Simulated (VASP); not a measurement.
HfIn2Se5:

```xyz
8
Lattice="3.9654 0.0000 0.0000 -1.9827 3.4341 0.0000 0.0000 0.0000 17.6374" Properties=species:S:1:pos:R:3 pbc="T T T"
Hf    0.0000    0.0000    0.0014
In    1.9827    1.1447   10.9695
In    0.0000    2.2894    6.7077
Se    0.0000    0.0000   12.2846
Se    1.9827    1.1447    8.4226
Se    0.0000    0.0000    5.3196
Se    0.0000    2.2894    1.4739
Se    1.9827    1.1447   16.1466
```

The cell was built by a generator and needn't be a form met in nature.

Base run:

| Property | Result |
| --- | --- |
| Program | VASP 6.6.1 |
| Functional | HSE06 |
| Potentials or basis | VASP PAW PBE potentials, release 64 (Hf_pv, In_d, Se) |
| Cutoff | 520 eV |
| k mesh | 6 × 6 × 1 |
| Occupations | gaussian, width 0.02 eV |
| Spin | no spin polarisation |

Its results: band gap on the k mesh 1.51 eV, indirect (least direct gap 1.66 eV); pressure -1.9 GPa; largest force 0.410 eV/Å.

Question: The run is repeated on the same cell with these changes: functional from HSE06 to PBE; further incar settings from ALGO = Normal; EDIFF = 1e-05; NBANDS = 43 to ALGO = Normal; EDIFF = 1e-07; NBANDS = 43. What comes out?

Answer: Band gap on the k mesh 0.75 eV, indirect (least direct gap 0.93 eV); pressure 0.0 GPa; largest force 0.010 eV/Å.

Caveats: spin-orbit coupling is left out, which moves the levels of the heavy elements; an odd mesh through Γ misses points on the zone boundary, where band edges often lie; this functional lacks dispersion, which binds the layers, so the pressure and a relaxed spacing across them are unreliable; the PAW data sets were made with another functional, which shifts forces and pressure a little (some runs).
